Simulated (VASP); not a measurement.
Data:

```
Be4S3Te
1.0
    0.00053     5.05117     5.03688
    5.05117     0.00053     5.03688
    2.52585     2.52585     0.00000
Be Te S
4 1 3
Cartesian
  5.05170   5.05170   9.87457
  5.14931   7.47994   7.64363
  7.47994   5.14931   7.64363
  5.05170   5.05170   5.05396
  1.26293   1.26293   1.26561
  3.79162   1.26008   3.77380
  1.26008   3.79162   3.77380
  3.78878   3.78878   6.30292
```

Calculation: PBEsol GGA, VASP's PBE PAW potentials (set 64) (plane waves; VASP 6.6.1). Numerical set-up: 400 eV cut-off, 5×5×9 Γ-centred mesh, tetrahedra with Blöchl corrections, potentials Be Te S.

The cores are frozen, which limits the accuracy of field gradients.

**Question.** Give the principal components of the electric field gradient (V/Å²) and the asymmetry η at each nucleus.

**Answer.** 
| atom | Vxx | Vyy | Vzz | η |
|---|---|---|---|---|
| Be1 | 0.7 | 0.3 | -1.0 | 0.35 |
| Be2 | -0.2 | -0.2 | 0.4 | - |
| Be3 | -0.2 | -0.2 | 0.4 | - |
| Be4 | 0.3 | 0.1 | -0.3 | - |
| Te5 | 40.5 | 22.5 | -63.1 | 0.28 |
| S6 | 20.3 | 7.6 | -27.9 | 0.46 |
| S7 | 20.3 | 7.6 | -27.9 | 0.46 |
| S8 | 15.5 | 7.4 | -22.9 | 0.35 |

The structure was generated: Be4S3Te was put into an ordered model structure (Amm2), which need not be its known phase. It was relaxed first.
